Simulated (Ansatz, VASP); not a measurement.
**Zn18TeS17 (a cell with a defect) (Wurtzite-6H): VASP beside Ansatz**

```
Zn S Te
1.0
     5.71800    3.30129    0.00000
    -5.71800    3.30129    0.00000
     0.00000    0.00000   18.68999
Zn S Te
18 17 1
Direct
  0.00007 0.00000 0.99893
  0.33333 0.66673 0.99893
  0.66660 0.33327 0.99893
  0.97080 0.00000 0.50533
  0.33333 0.63746 0.50533
  0.69587 0.36254 0.50533
  0.33333 0.33655 0.16377
  0.66988 0.00000 0.16377
  0.99679 0.66345 0.16377
  0.33333 0.00000 0.66602
  0.66667 0.66667 0.67152
  0.00000 0.33333 0.67152
  0.33333 0.00000 0.32108
  0.66667 0.66667 0.33193
  0.00000 0.33333 0.33193
  0.33333 0.33119 0.83414
  0.66452 0.00000 0.83414
  0.00214 0.66881 0.83414
  0.00204 0.00000 0.12328
  0.33333 0.66871 0.12328
  0.66463 0.33129 0.12328
  0.99484 0.00000 0.62918
  0.33333 0.66151 0.62918
  0.67183 0.33849 0.62918
  0.33333 0.33861 0.28787
  0.67194 0.00000 0.28787
  0.99473 0.66139 0.28787
  0.33333 0.00000 0.79130
  0.66667 0.66667 0.79503
  0.00000 0.33333 0.79503
  0.66667 0.66667 0.45714
  0.00000 0.33333 0.45714
  0.33333 0.33298 0.95825
  0.66632 0.00000 0.95825
  0.00035 0.66702 0.95825
  0.33333 0.00000 0.45807
```

Alike in both runs: functional PBE; k mesh 3 × 3 × 1; occupations fermi-dirac, width 0.01 eV; no spin polarisation.

Ansatz relaxed the structure, and its values are those at the end. VASP's run is a single point on that final structure, the one shown.

|  | VASP | Ansatz |
| --- | --- | --- |
| version | VASP 6.6.1 | Ansatz 0.2.0 |
| potentials or method | VASP PAW PBE potentials, release 64 (Zn, S, Te) | plane-wave PAW, scalar-relativistic |
| plane-wave cutoff (eV) | 520 | 420 |
| valence electrons in the cell | 324 | 334 |

VASP gave:

```
gap on the k mesh at the Fermi level (eV) : 1.86
pressure (GPa)                            : 4.0
rms of the force components (eV/Å)        : 0.003
```

Question: Which values does Ansatz return?

Answer: gap on the k mesh at the Fermi level (eV): 1.85; pressure (GPa): 3.8; rms of the force components (eV/Å): 0.003.

The two sets of potentials don't hold the same shells in valence. Ansatz warned: «gradients_without_spin_orbit».

Caveats: spin-orbit coupling is left out, which moves the levels of the heavy elements.
